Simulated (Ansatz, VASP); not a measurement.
**InAu3: VASP beside Ansatz**

```
Au In
1.0
     3.16059    0.00000    0.00000
    -1.58029    2.73715    0.00000
     0.00000    0.00000    9.05757
Au In
3 1
Cartesian
  0.0000 1.8248 6.8077
  0.0000 1.8248 2.2499
  1.5803 0.9124 4.5288
  1.5803 0.9124 0.0000
```

Alike in both runs: functional LDA; k mesh 10 × 10 × 3; occupations fermi-dirac, width 0.05 eV; no spin polarisation.

|  | VASP | Ansatz |
| --- | --- | --- |
| version | VASP 6.6.1 | Ansatz 0.2.0 |
| potentials or method | VASP PAW LDA potentials, release 64 (Au, In_d), cutoff 520 eV | all-electron LAPW, scalar-relativistic |
| task | single point | band structure |

|  | VASP | Ansatz | Ansatz less VASP |
| --- | --- | --- | --- |
| gap on the k mesh at the Fermi level (eV) | none | none | - |
| pressure (GPa) | -10.5 | -10.8 | -0.24 |
| largest component of the traceless stress (GPa) | 1.56 | 1.75 | +0.198 |
| rms of the force components (eV/Å) | 0.089 | 0.088 | -0.0010 |

Atom by atom the forces differ by 0.001 eV/Å (rms over components). A gap of «none» marks a metal or a gap that the smearing closes. Ansatz ran all-electron here, so the differences hold the error of VASP's frozen core and of both bases.

Caveats: spin-orbit coupling is left out, which moves the levels of the heavy elements (Ansatz). The runs have no spin-orbit coupling, so splittings on Au are missing.
